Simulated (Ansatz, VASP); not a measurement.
# Cross-check of SnSe2 between VASP and Ansatz, part 2 of 2

Aim: how closely do two programs agree when they are given the same cell, functional and k mesh? The cell is taken from a series of VASP runs on this material, whose earlier steps may have relaxed, scaled or displaced it; both programs get it as it stands.

VASP 6.6.1 and Ansatz 0.2.0.

So far: The structure; VASP: zone-centre phonons, PBEsol.

## (3) Ansatz: zone-centre phonons, PBEsol

Level of this step: Ansatz beside VASP: Kohn-Sham DFT, plane waves, PBEsol (Ansatz).

Ansatz runs on its default PAW (the set named soft_2) files.

The same cell, functional and mesh now go to Ansatz, which takes its cutoff from its data sets.

Input file input.yaml:

```yaml
crystal:
  lattice:
    - [3.8202979081, 0.0, 0.0]
    - [-1.910148954, 3.3084750384, 0.0]
    - [0.0, 0.0, 6.1341064093]
  atoms:
    - { symbol: Sn, position: [0.0, 0.0, 0.0] }
    - { symbol: Se, position: [0.3333333333, 0.6666666667, 0.2587113852] }
    - { symbol: Se, position: [0.6666666667, 0.3333333333, 0.7412886148] }
hamiltonian:
  xc: pbesol
  pseudopotentials: { kind: paw }
kpoints:
  mp_grid: { grid: [7, 7, 4] }
scf:
  occupations: { method: fixed }
phonons:
  method: dfpt
  qpoints: [[0, 0, 0]]
```

Run with:

```console
> ansatz run input.yaml --threads 4 --pin off --max-ram 9216MiB --backend cpu --events-out ev --progress --plain --runs-dir out
```

Numbers of over 12 decimals in the logs are rounded to 6 here.

Log:

```text
Engine: ansatz 0.2.0, aarch64-unknown-linux-gnu
Pseudopotentials: kind: paw
Pseudopotential: Sn, paw, valence charge 14, recommended cutoff 420 eV (normal), Sn.paw.azcp
Pseudopotential: Se, paw, valence charge 16, recommended cutoff 420 eV (normal), Se.paw.azcp
Functional definition: PBEsol
  exchange = pbesol_x
  correlation = pbesol_c
Crystal: 3 atoms, lattice volume = 77.531 Å³
Basis set: ecut = 420 eV, 1509 PW (Γ), exchange–correlation on 54×54×90 points (8 copies of the dense FFT grid, shifted against one another)
Bands: 28, of which v1, the nominal top of the filled ones, is band 23 counted from 1 (22 counted from 0)
Symmetry: 12 space group operations
k-points: 60 of 196 (irreducible under 2 space group operations, time reversal used)
Non-local potential: Sn, projectors of the file, l = 0: 2, l = 1: 2, l = 2: 2, l = 3: 2
Non-local potential: Se, projectors of the file, l = 0: 2, l = 1: 2, l = 2: 3, l = 3: 1
PAW form: soft (Blöchl's): semilocal exchange-correlation on the pseudo side does not see the compensation charge
PAW frozen core: Sn, regenerated for the run's functional, and the local potential with it (the file was generated under x = pbe(κ = 0.804, μ = 0.219515), c = pbe(β = 0.066725))
PAW frozen core: Se, regenerated for the run's functional, and the local potential with it (the file was generated under x = pbe(κ = 0.804, μ = 0.219515), c = pbe(β = 0.066725))
PAW one-centre angular grid: Sn, 590 points (default); XC on 64 Gauss nodes
PAW one-centre angular grid: Se, 590 points (default); XC on 64 Gauss nodes
Initial density: superposition of atomic densities (neutral atoms: chi_scale 0, normalization atom), corrected by the library's trained network
Initial wavefunctions: pseudopotential atomic-orbital guess
Functional: x = pbesol(κ = 0.804, μ = 0.123457), c = pbesol(β = 0.046)
SCF iter   1: F=—  HF=-16799.218625 eV  |F-HF|=—  |Δ(HF+E_count)|=         —  Δρ=2.12e-3  dr2=3.32e-3  ethr=1.77e-3  ⟨swp⟩=5.0  Hψ=6101  notcnv=0  defer=180
preconditioner: auto → Resta (q_TF=auto, 2.501 Å⁻¹)  ε∞=2.8  [insulator: Δε(μ)=0.642 eV  Ē_g=15.957 eV  n_scr=22 (ndim 8)  ℏωp=21.5 eV  f_vac=0.059  ε∞_Penn≈2.8]
SCF iter   2: F=—  HF=-16799.215799 eV  |F-HF|=—  |Δ(HF+E_count)|=   2.83e-3  Δρ=1.03e-3  dr2=7.23e-4  ethr=7.22e-6  ⟨swp⟩=3.0  Hψ=3666  notcnv=0  defer=180
SCF iter   3: F=—  HF=-16799.215772 eV  |F-HF|=—  |Δ(HF+E_count)|=   2.71e-5  Δρ=3.17e-4  dr2=6.04e-5  ethr=1.57e-6  ⟨swp⟩=2.0  Hψ=2520  notcnv=0  defer=180
SCF iter   4: F=—  HF=-16799.215788 eV  |F-HF|=—  |Δ(HF+E_count)|=   1.55e-5  Δρ=1.10e-4  dr2=9.95e-6  ethr=1.31e-7  ⟨swp⟩=2.0  Hψ=2328  notcnv=0  defer=90
SCF iter   5: F=—  HF=-16799.215793 eV  |F-HF|=—  |Δ(HF+E_count)|=   5.14e-6  Δρ=2.17e-5  dr2=6.51e-7  ethr=2.16e-8  ⟨swp⟩=2.0  Hψ=2262  notcnv=0  defer=62
SCF iter   6: F=—  HF=-16799.215792 eV  |F-HF|=—  |Δ(HF+E_count)|=   6.02e-7  Δρ=8.66e-6  dr2=6.40e-8  ethr=1.41e-9  ⟨swp⟩=2.0  Hψ=1980  notcnv=0  defer=60
SCF iter   7: F=—  HF=-16799.215792 eV  |F-HF|=—  |Δ(HF+E_count)|=   1.12e-7  Δρ=1.86e-6  dr2=3.29e-9  ethr=1.39e-10  ⟨swp⟩=2.0  Hψ=2086  notcnv=0  defer=60
SCF iter   8: F=—  HF=-16799.215792 eV  |F-HF|=—  |Δ(HF+E_count)|=   8.30e-9  Δρ=3.61e-7  dr2=1.56e-10  ethr=7.16e-12  ⟨swp⟩=2.0  Hψ=2100  notcnv=0  defer=60
SCF iter   9: F=-16799.215792 eV  HF=-16799.215792 eV  |F-HF|=3.64e-12  |Δ(HF+E_count)|=  3.20e-10  Δρ=5.79e-8  dr2=3.90e-12  ethr=1.00e-12  ⟨swp⟩=10.3  Hψ=10276  notcnv=0
SCF 1 converged in 9 iterations: F = -16799.215792 eV  dr2 = 3.90e-12
  greatest PAW one-centre occupation: 1.000 electrons in one spin orbital (limit 2), on the Se atom at site 2 (counted from 0), in its partial waves of l = 2
DFPT response loops at Γ: preconditioner auto → Resta (q_TF=auto, 2.501 Å⁻¹)  ε∞=9.6 (no band partly filled); β = 1.00, the filter's whole step (`scf.mixing.beta` (0.50) is not read by the response loops at its default; to damp them type it under 1.00, their step now; it binds the ground state too); Broyden in place of MSR1
SCF converged after 9 iterations
Free energy (F): -16799.215792 eV
Harris-Foulkes:  -16799.215792 eV  (|F-HF|=3.64e-12)
Internal energy: -16799.215792 eV  (E = F + TS)
E sigma→0 (E₀):  -16799.215792 eV
Fermi energy:    7.935291 eV
--- Per-component energies (eV) ---
  E_band       = -865.421108
  E_kinetic    = 424.807479
  E_local      = -5984.630182  (includes V_loc(G=0)·N_el)
  E_nonlocal   = -1214.415067
  E_hartree    = 3063.436222
  E_xc         = -584.538636
  E_vxc        = -291.699341  (∫ρ·V_xc dr)
  E_paw        = -7805.399691  (= ΣΔE_a)
  E_vpaw       = 73.644758  (= ΣTr[D̂ρ^β])
  E_aug_tail   = -0.001227  (compensation charges beyond the density's cutoff)
  E_ewald      = -4700.776431
  E_core_change = 2.301741  (= ΣΔE_core)
  E_smearing   = -0.000000  (= −TS)
  E_closure    = 0.000000  (closes the sum)
  Σ components = -16799.215792   (vs F -16799.215792, Δ=0.00e0)
--- Band table (eV; the first three rows and the last of 60) ---
  k-point 0: bands = [... 19 lower, 7.3943, 7.6268, 7.6268, 7.8713, 8.8309, 10.9396, 12.5621, 12.5621, ... 1 higher]
  k-point 1: bands = [... 19 lower, 7.3168, 7.3168, 7.7415, 7.7415, 9.8119, 10.9263, 12.4014, 12.4014, ... 1 higher]
  k-point 2: bands = [... 19 lower, 7.2686, 7.2686, 7.8282, 7.8282, 10.4301, 10.8235, 12.2502, 12.2502, ... 1 higher]
  k-point 59: bands = [... 19 lower, 5.1301, 5.3207, 6.7783, 7.6258, 9.7895, 12.1845, 13.2205, 13.5722, ... 1 higher]
--- Phonons (Γ-DFPT): 4 representative perturbations + reference, on 60 of 196 k-points (Σ response iterations 13) ---
  k mesh reduced under 2 symmetry operations, with k and −k counted as one. Each operation leaves every solved perturbation unchanged. A smaller set is not used because it would not reduce the number of displacements times k-points to solve
  ASR residual: 5.652e-5 → 0.000e0 eV/Å²; symmetrization residual: 1.923e-5 eV/Å²
  ASR residual per site (eV/Å²): 5.65e-5 1.06e-5 1.06e-5
  Γ frequencies (cm⁻¹): 0.00 0.00 0.00 118.63 118.63 143.45 143.45 179.66 243.53
  non-analytic LO–TO correction: not included (Born effective charges unavailable; polar crystals: no LO–TO splitting at Γ)
--- Phonons (arbitrary-q DFPT): 1 explicit q-point ---
  q = [0, 0, 0] (of the zone-centre solve; hermiticity 2.41e-6, symmetrization 4.10e-7): -0.00 0.00 0.00 118.63 118.63 143.45 143.45 179.66 243.53
  sum rule: each row above includes the acoustic sum rule's correction from the zone centre's row sums; it moved no ω² by more than (0.36 cm⁻¹)²
```

The job ended after 16 s (4 threads of Arm Neoverse V2, shared host; peak memory 0.75 GiB).

## (4) Differences

Known differences besides the potentials themselves: the data sets hold 46 valence electrons in Ansatz (default PAW (the set named soft_2) files) and 26 in VASP; the cutoff is 420 eV in Ansatz and 400 eV in VASP; Ansatz makes its cores anew for this functional, VASP keeps those of its PBE data sets; VASP leaves aspherical gradient terms in its spheres out (LASPH is not set), Ansatz keeps them. Total energies have different zeros and are not compared.

Both answers:

| quantity | Ansatz | VASP | difference |
| --- | --- | --- | --- |
| optical mode 1 to 2 (cm⁻¹) | 118.6 | 119.1 | -0.42 % |
| optical mode 3 to 4 (cm⁻¹) | 143.4 | 144.6 | -0.80 % |
| optical mode 5 (cm⁻¹) | 179.7 | 180.2 | -0.29 % |
| optical mode 6 (cm⁻¹) | 243.5 | 245.0 | -0.58 % |

Modes are paired by rising frequency and degeneracy, not by their patterns, so a pair may still set unlike modes beside each other.

## (5) Summary of results

```yaml
r_m_s_difference_of_the_optical_zone_centre_modes_each_program_s_sorted_by_frequency_zone_centre_phonons_pbesol: 0.96 cm⁻¹
difference_in_optical_mode_3_to_4_zone_centre_phonons_pbesol: -0.8 %
```

What this shows: The r.m.s. difference of the optical zone-centre modes, each program's sorted by frequency is 0.96 cm⁻¹ (zone-centre phonons, PBEsol). Among the rows given in per cent, the largest difference of the zone-centre phonons, PBEsol pair is in optical mode 3 to 4, -0.8 %. How closely two codes agree says nothing of how well the functional describes the real material.

[Lines on the potential files, build, host, timing and source positions are cut from VASP's logs without a mark.]

[Logs are printed without paths, hosts, clocks, repeated set-up lines and the standing remarks that a program may print on its own settings, such as how far it seeks lower states.]

[Hosts, paths, dates, database ids (printed as entryN), source tags and the programs' standing remarks are cut or masked in the printed files.]
